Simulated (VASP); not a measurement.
# Ge (Fd-3m) in VASP: settings compared, part 2 of 2

VASP 6.6.1. Earlier steps stand in the parts before.

## Step 3: Optical spectrum, PBE

INCAR reads:

```
SYSTEM = Ge
ALGO     = Normal         ! electronic algorithm
CSHIFT   = 0.1          
EDIFF    = 1E-6           ! SCF threshold, eV
ENCUT    = 520            ! plane-wave cutoff, eV
GGA      = PE             ! functional
ISIF     = 2              ! what is computed and relaxed
ISMEAR   = 0              ! smearing method
LASPH    = .TRUE.         ! aspherical terms in the spheres
LCHARG   = .FALSE.        ! write CHGCAR
LOPTICS  = .TRUE.         ! frequency-dependent dielectric function
LREAL    = .FALSE.        ! projectors in reciprocal space
LWAVE    = .FALSE.        ! write WAVECAR
NBANDS   = 62             ! bands
NEDOS    = 1000           ! points of the DOS
NELM     = 80             ! most SCF steps
PREC     = Accurate       ! precision mode
SIGMA    = 0.03           ! smearing width, eV
```

KPOINTS reads:

```
k-points
0
G
  10 10 10
  0 0 0
```

POSCAR reads:

```
Ge                                      
1.0
    0.0000000000      2.8370028123      2.8370028123
    2.8370028123      0.0000000000      2.8370028123
    2.8370028123      2.8370028123      0.0000000000
  Ge            
     2
Direct
     0.0000000000000000    0.0000000000000000    0.0000000000000000
     0.2500000000000000    0.2500000000000000    0.2500000000000000
```

Potentials or basis: VASP PAW PBE potentials, release 64 (Ge_d).

The run is started by

```sh
$ cat potpaw_PBE.64/Ge_d/POTCAR > POTCAR
$ mpirun -np 1 vasp_std > vasp.out
```

OUTCAR:

```text
SYSTEM = Ge
   EDIFF = 1E-6
   ENCUT = 520
   GGA = PE
   ISIF = 2
   ISMEAR = 0
   LASPH = .TRUE.
   LREAL = .FALSE.
   NELM = 80
   PREC = Accurate

 ion  position               nearest neighbor table
   1  0.000  0.000  0.000-   2 2.46   2 2.46   2 2.46   2 2.46
   2  0.250  0.250  0.250-   1 2.46   1 2.46   1 2.46   1 2.46

  LATTYP: Found a face centered cubic cell.
 ALAT       =     5.6740056246

  Lattice vectors:

 A1 = (   0.0000000000,   2.8370028123,   2.8370028123)
 A2 = (   2.8370028123,   0.0000000000,   2.8370028123)
 A3 = (   2.8370028123,   2.8370028123,   0.0000000000)

Analysis of symmetry for initial positions (statically):
=====================================================================
 Subroutine PRICEL returns:
 Original cell was already a primitive cell.

 Routine SETGRP: Setting up the symmetry group for a
 face centered cubic supercell.

 Subroutine GETGRP returns: Found 48 space group operations
 (whereof 24 operations were pure point group operations)
 out of a pool of 48 trial point group operations.

The static configuration has the point symmetry T_d .
 The point group associated with its full space group is O_h .
[... 892 lines left out ...]
      0.00000      0.00000      0.00000         0.000000      0.000000      0.000000
      1.41850      1.41850      1.41850        -0.000000     -0.000000     -0.000000
 -----------------------------------------------------------------------------------
    total drift:                                0.000000      0.000000      0.000000

  FREE ENERGIE OF THE ION-ELECTRON SYSTEM (eV)
  ---------------------------------------------------
  free  energy   TOTEN  =        -9.0146602613 eV

  energy  without entropy=       -9.0146133431  energy(sigma->0) =       -9.01463680

 electrical conductivity sigma (Mega S m-1) (frequency dependency in vasprun.xml)
  --------------------------------------------------------------------------------------
       0.000       0.000       0.000
       0.000       0.000       0.000
      -0.000      -0.000       0.000

  frequency dependent IMAGINARY DIELECTRIC FUNCTION (independent particle, no local field effects) density-density
     E(ev)      X         Y         Z        XY        YZ        ZX
  --------------------------------------------------------------------------------------------------------------
     0.00000     0.00000     0.00000     0.00000     0.00000     0.00000     0.00000
     0.95027     5.79163     5.79163     5.79163    -0.00000    -0.00000    -0.00000
     1.90055    10.96319    10.96319    10.96319    -0.00000    -0.00000    -0.00000
     2.85082    16.85172    16.85172    16.85172    -0.00000    -0.00000    -0.00000
     3.80109    37.69680    37.69680    37.69680    -0.00000    -0.00000    -0.00000
     4.75137    20.47843    20.47843    20.47843     0.00000     0.00000     0.00000
[... 92 lines left out ...]
    93.12679     0.00015     0.00015     0.00015    -0.00000    -0.00000    -0.00000
    94.07707     0.00015     0.00015     0.00015    -0.00000    -0.00000    -0.00000

  frequency dependent      REAL DIELECTRIC FUNCTION (independent particle, no local field effects) density-density
     E(ev)        X           Y           Z          XY          YZ          ZX
  --------------------------------------------------------------------------------------------------------------
     0.00000   454.26680   454.26680   454.26680    -0.00000    -0.00000    -0.00000
     0.95027    24.20148    24.20148    24.20148    -0.00000    -0.00000    -0.00000
     1.90055     5.61068     5.61068     5.61068     0.00000     0.00000     0.00000
     2.85082    14.27894    14.27894    14.27894     0.00000    -0.00000    -0.00000
     3.80109    -8.92682    -8.92682    -8.92682    -0.00000     0.00000     0.00000
     4.75137    -3.22770    -3.22770    -3.22770     0.00000     0.00000    -0.00000
[... 92 lines left out ...]
    93.12679     0.94804     0.94804     0.94804     0.00000     0.00000     0.00000
    94.07707     0.94947     0.94947     0.94947     0.00000     0.00000     0.00000

  frequency dependent IMAGINARY DIELECTRIC FUNCTION (independent particle, no local field effects) current-current
     E(ev)      X         Y         Z        XY        YZ        ZX
  --------------------------------------------------------------------------------------------------------------
     0.00000   119.68001   119.68001   119.68001     0.00000    -0.00000    -0.00000
     0.95027    10.62550    10.62550    10.62550     0.00000    -0.00000    -0.00000
     1.90055    11.38626    11.38626    11.38626     0.00000     0.00000    -0.00000
     2.85082    17.76860    17.76860    17.76860    -0.00000    -0.00000    -0.00000
     3.80109    37.02639    37.02639    37.02639    -0.00000    -0.00000    -0.00000
     4.75137    20.33222    20.33222    20.33222     0.00000     0.00000    -0.00000
[... 92 lines left out ...]
    93.12679     0.00004     0.00004     0.00004     0.00000     0.00000     0.00000
    94.07707     0.00004     0.00004     0.00004     0.00000     0.00000     0.00000

  frequency dependent      REAL DIELECTRIC FUNCTION (independent particle, no local field effects) current-current
     E(ev)        X           Y           Z          XY          YZ          ZX
  --------------------------------------------------------------------------------------------------------------
     0.00000   -29.52458   -29.52458   -29.52458     0.00000    -0.00000    -0.00000
     0.95027    31.24516    31.24516    31.24516     0.00000    -0.00000    -0.00000
     1.90055     6.64782     6.64782     6.64782    -0.00000    -0.00000    -0.00000
     2.85082    14.06886    14.06886    14.06886     0.00000     0.00000    -0.00000
     3.80109   -10.46061   -10.46061   -10.46061     0.00000     0.00000     0.00000
     4.75137    -3.72980    -3.72980    -3.72980    -0.00000     0.00000     0.00000
[... 92 lines left out ...]
    93.12679     0.94892     0.94892     0.94892    -0.00000     0.00000     0.00000
    94.07707     0.95032     0.95032     0.95032    -0.00000     0.00000     0.00000
```

Run time: 56 s. Hardware: 1 thread of Intel Xeon 6975P-C (Granite Rapids), shared host; peak memory 0.27 GiB.

Results:

| Property | Result |
| --- | --- |
| Free energy | -9.0147 eV |
| Pressure | 3.0 GPa |
| Band gap on the k mesh | none (metal or under the smearing width) |

Dielectric function (mean over the directions given):
```tsv
energy (eV)	real part	imaginary part
0.29	-47.03	65.90
1.24	29.01	23.01
2.28	10.92	14.56
3.33	14.56	20.00
4.37	-1.21	8.86
5.42	-10.70	7.29
6.46	-5.08	4.11
7.51	-4.16	2.07
8.55	-3.08	1.41
9.60	-2.06	1.41
10.55	-1.56	0.89
11.59	-1.06	0.69
12.64	-0.80	0.44
13.68	-0.51	0.28
14.73	-0.37	0.27
15.77	-0.14	0.20
16.82	0.01	0.18
17.87	0.13	0.14
18.91	0.28	0.09
19.96	0.37	0.08
```

Caveat: independent-particle spectra lack excitons; the intraband (Drude) part of a metal's response may be missing; this crystal is a semiconductor, whose small gap the functional closes, so the metal is an error of the method.

## Step 4: Comparison with measurements

Step 3. A measured gap of Ge is 0.744 eV (indirect; 0 K; “Temperature-dependent photoluminescence in Ge: experiment and theory”, 2020, arxiv:2003.00143); the calculated 0.00 eV misses it by -0.74 eV. 3 values of this kind are on record (0.666 to 0.807 eV); this one was drawn at random among those near their median. Spin-orbit coupling on Ge is left out. The value is that of PBE on a finite k mesh, which can miss the band edges, without temperature or zero-point motion. Semilocal functionals fall short of measured gaps as a rule.
